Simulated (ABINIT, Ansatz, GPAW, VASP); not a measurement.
## One structure in several programs: Nb (Im-3m, 1 atom in the cell)

Self-consistent single point.

```yaml
crystal:
  lattice:
    - [-1.63400, 1.63400, 1.63400]
    - [1.63400, -1.63400, 1.63400]
    - [1.63400, 1.63400, -1.63400]
  atoms:
    - { symbol: Nb, position: [0.00000, 0.00000, 0.00000] }
```

Shared settings, as Ansatz (a first-principles code) writes them: kpoints.mp_grid.grid = 11 11 11; scf.occupations.method = gaussian; scf.occupations.width = 0.0037 Ry. Potentials and cutoffs stand in the table.

```tsv
code	model	pressure (GPa)	cutoff
ABINIT	PBEsol, norm-conserving pseudopotentials (PseudoDojo nc-sr-04 PBEsol standard)	1.56	1116 eV
Ansatz	PBEsol, default PAW files made with PBE	1.39	default
GPAW	PBEsol, GPAW PAW datasets PBEsol (made by gpaw-setup)	0.68	600 eV
VASP	PBEsol, VASP's PBE PAW potentials (set 64)	-0.05	300 eV
```

On Ansatz's run: spin polarisation is off.

The spread over the programs that give each value: pressure within 1.61 GPa.

Ansatz's pressure is given at a fixed set of plane waves, as the other plane-wave codes print theirs. In the pressure, VASP (by 1.09) lies more than 1 GPa from the median of the plane-wave programs.

VASP's run is marked for a possible Pulay error in its stress at this cutoff; no cutoff test was made.

The starting cell has typed, rounded lattice constants, without a prior relaxation at this level. Its lattice was rescaled by a random factor within 2.5 % of one.

Left out of this page: Quantum ESPRESSO, CP2K, Elk, FLEUR and SIESTA (not drawn, or without a comparable value).

Keys are those of Ansatz 0.2.
